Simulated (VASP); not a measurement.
# Relaxed cell of TaAs: a test of cutoff and mesh, part 2 of 2

Aim: test the relaxed volume of TaAs against cutoff and mesh. The starting structure is a computed structure from the Materials Project. The first relaxation on each setting starts from this cell expanded by 3 % in volume.

VASP 6.6.1.

Results so far: reference 17.08 Å³ an atom; a cutoff of 220 eV 17.00 Å³ an atom; an 8×8×8 mesh 17.09 Å³ an atom.

### 5. Relaxation with a cutoff of 600 eV

Level of this step: PBEsol; plane waves and PAW (Ta_pv, As) (VASP).

Against step 2 the input has ENCUT = 600. This run starts from the cell of an earlier relaxation, which isn't shown; the restart sets up the plane waves anew.

Input file INCAR:

```
SYSTEM = TaAs
PREC = Accurate
ENCUT = 600
EDIFF = 1E-06
NELM = 100
ISMEAR = 0
SIGMA = 0.05
LREAL = .FALSE.
ALGO = Normal
GGA = PS
NBANDS = 22
LASPH = .TRUE.
LORBIT = 11
LWAVE = .FALSE.
LCHARG = .FALSE.
KPAR = 16
IBRION = 2
NSW = 50
ISIF = 3
EDIFFG = -0.006
```

Input file POSCAR:

```
TaAs
1.0
   -1.7160978298      1.7160978298      5.8002911211
    1.7160978298     -1.7160978298      5.8002911211
    1.7160978298      1.7160978298     -5.8002911211
Ta As
2 2
Direct
    0.5003011521      0.5003011521      0.0000000000
    0.2503011521      0.7503011521      0.5000000000
    0.0822982679      0.0822982679      0.0000000000
    0.8322982679      0.3322982679      0.5000000000
```

Input file KPOINTS:

```
Automatic mesh
0
Gamma
14 14 14
0 0 0
```

PAW data sets: Ta_pv and As (PBE family, release 64).

On the command line:

```
$ mpirun -np 16 vasp_std
```

Log:

```text
[... set-up lines as in an earlier step ...]
 entering main loop
       N       E                     dE             d eps       ncg     rms          rms(c)
DAV:   1     0.252024510030E+03    0.25202E+03   -0.17993E+04 10752   0.157E+03
DAV:   2    -0.281160107351E+02   -0.28014E+03   -0.26968E+03 12322   0.394E+02
DAV:   3    -0.393324722154E+02   -0.11216E+02   -0.10872E+02 13864   0.680E+01
DAV:   4    -0.395344597150E+02   -0.20199E+00   -0.20083E+00 13128   0.865E+00
[...]
DAV:   9    -0.377300536869E+02    0.30171E-03   -0.36051E-03 13682   0.326E-01    0.105E-01
DAV:  10    -0.377300048211E+02    0.48866E-04   -0.34882E-04 12828   0.154E-01    0.185E-02
DAV:  11    -0.377300032396E+02    0.15814E-05   -0.30820E-05 14294   0.294E-02    0.124E-02
   1 F= -.37730000E+02 E0= -.37729793E+02  d E =-.377300E+02
[...]
reached required accuracy - stopping structural energy minimisation
```

Run time: 85 s. Hardware: 16 MPI ranks of AMD EPYC 7R43, shared host; peak memory 11 GiB.

Parts of OUTCAR (step 5):

```text
  Total        0.0060469      0.0060469     -0.0149520      0.0000000      0.0000000      0.0000000
  in kB        0.1417915      0.1417915     -0.3506041      0.0000000      0.0000000      0.0000000
  external PRESSURE =      -0.0223404 kB  Pullay stress =       0.0000000 kB

 POSITION                                       TOTAL-FORCE (eV/Angst)
 -----------------------------------------------------------------------------------
      0.00000      0.00000      5.80378         0.000000      0.000000     -0.000670
      1.71610     -0.00000      2.90364         0.000000      0.000000     -0.000670
      0.00000      0.00000      0.95471        -0.000000     -0.000000      0.000670
      0.00000      1.71610      3.85485        -0.000000     -0.000000      0.000670
 -----------------------------------------------------------------------------------
    total drift:                                0.000000      0.000000      0.000149

  FREE ENERGIE OF THE ION-ELECTRON SYSTEM (eV)
  ---------------------------------------------------
  free  energy   TOTEN  =       -37.7300002626 eV

  energy  without entropy=      -37.7295847820  energy(sigma->0) =      -37.72979252

[... 2 parts as in an earlier step ...]

[... 2 further parts left out ...]
[key lines of the parts left out:]
E-fermi :   6.9754
```

With a cutoff of 600 eV the cell ends at 17.082 Å³ an atom, +0.01 % from the reference.

### 6. Relaxation with a 20×20×20 mesh

Against step 2 the input has a 20×20×20 mesh. This run starts from the cell of an earlier relaxation, which isn't shown; the restart sets up the plane waves anew.

INCAR, as its differences from that of step 5:

```diff
@@ -2,3 +2,3 @@
 PREC = Accurate
-ENCUT = 600
+ENCUT = 450
 EDIFF = 1E-06
```

Input file POSCAR:

```
TaAs
1.0
   -1.7163151109      1.7163151109      5.7971967512
    1.7163151109     -1.7163151109      5.7971967512
    1.7163151109      1.7163151109     -5.7971967512
Ta As
2 2
Direct
    0.5003153961      0.5003153961      0.0000000000
    0.2503153961      0.7503153961      0.5000000000
    0.0822840239      0.0822840239      0.0000000000
    0.8322840239      0.3322840239      0.5000000000
```

Input file KPOINTS:

```
Automatic mesh
0
Gamma
20 20 20
0 0 0
```

On the command line:

```
$ mpirun -np 16 vasp_std
```

Log:

```text
[... set-up lines as in an earlier step ...]
 entering main loop
       N       E                     dE             d eps       ncg     rms          rms(c)
DAV:   1     0.219026643586E+03    0.21903E+03   -0.15400E+04 28292   0.126E+03
DAV:   2    -0.299220307235E+02   -0.24895E+03   -0.23902E+03 32696   0.347E+02
DAV:   3    -0.393763761589E+02   -0.94543E+01   -0.92029E+01 36402   0.609E+01
DAV:   4    -0.395337179959E+02   -0.15734E+00   -0.15656E+00 34532   0.744E+00
[...]
DAV:  11    -0.377304308272E+02    0.14744E-05   -0.30210E-05 37438   0.293E-02    0.125E-02
DAV:  12    -0.377304277697E+02    0.30575E-05   -0.90932E-06 34282   0.206E-02    0.110E-03
DAV:  13    -0.377304277624E+02    0.73023E-08   -0.34172E-07 20840   0.391E-03
   1 F= -.37730428E+02 E0= -.37730246E+02  d E =-.377304E+02
[...]
reached required accuracy - stopping structural energy minimisation
```

Run time: 2.3 min. Hardware: 16 MPI ranks; peak memory 15 GiB.

From OUTCAR (step 6):

```text
  Total        0.0052700      0.0052700     -0.0171614      0.0000000      0.0000000      0.0000000
  in kB        0.1236088      0.1236088     -0.4025235      0.0000000      0.0000000      0.0000000
  external PRESSURE =      -0.0517686 kB  Pullay stress =       0.0000000 kB

 POSITION                                       TOTAL-FORCE (eV/Angst)
 -----------------------------------------------------------------------------------
      0.00000      0.00000      5.80085        -0.000000     -0.000000     -0.000818
      1.71632     -0.00000      2.90226         0.000000      0.000000     -0.000818
      0.00000      0.00000      0.95403        -0.000000      0.000000      0.000818
     -0.00000      1.71632      3.85263         0.000000     -0.000000      0.000818
 -----------------------------------------------------------------------------------
    total drift:                                0.000000      0.000000      0.000229

  FREE ENERGIE OF THE ION-ELECTRON SYSTEM (eV)
  ---------------------------------------------------
  free  energy   TOTEN  =       -37.7304277624 eV

  energy  without entropy=      -37.7300633759  energy(sigma->0) =      -37.73024557

[... 1 part as in an earlier step ...]

[... 3 further parts left out ...]
[key lines of the parts left out:]
E-fermi :   6.9942
```

With a 20×20×20 mesh the cell ends at 17.077 Å³ an atom, -0.01 % from the reference.

### 7. Comparison

```tsv
run	volume (Å³/atom)	change (%)	pressure left (GPa)	core minutes
reference	17.08	-	-0.01	99.2
a cutoff of 220 eV	17.001	-0.46	0.0	42.7
an 8×8×8 mesh	17.085	0.03	0.01	46.7
a cutoff of 600 eV	17.082	0.01	0.0	178.0
a 20×20×20 mesh	17.077	-0.01	-0.01	249.0
```

Core minutes are wall time times ranks, summed over the relaxations behind a row (those for a bulk modulus apart), on shared hosts.

### 8. Summary of results

- volume of the reference: 17.08 Å³/atom
- volume against the reference, a cutoff of 220 eV: -0.46 %
- volume against the reference, an 8×8×8 mesh: +0.03 %
- volume against the reference, a cutoff of 600 eV: +0.01 %
- volume against the reference, a 20×20×20 mesh: -0.01 %

The volume moves most with a cutoff of 220 eV: -0.46 % against the reference (450 eV, 14×14×14 mesh). On finer settings it changes by +0.01 % with a cutoff of 600 eV and -0.01 % with a 20×20×20 mesh. A cell that shrinks at the lower cutoff is the usual mark of Pulay stress, the error that a plane-wave basis makes when it is kept while the volume changes. Further runs on this material are not shown.

[Lines on the potential files, build, host, timing and source positions are cut from VASP's logs without a mark.]

[Logs are printed without paths, hosts, clocks, repeated set-up lines and the standing remarks that a program may print on its own settings, such as how far it seeks lower states.]

[Hosts, paths, dates, database ids (printed as entryN), source tags and the programs' standing remarks are cut or masked in the printed files.]
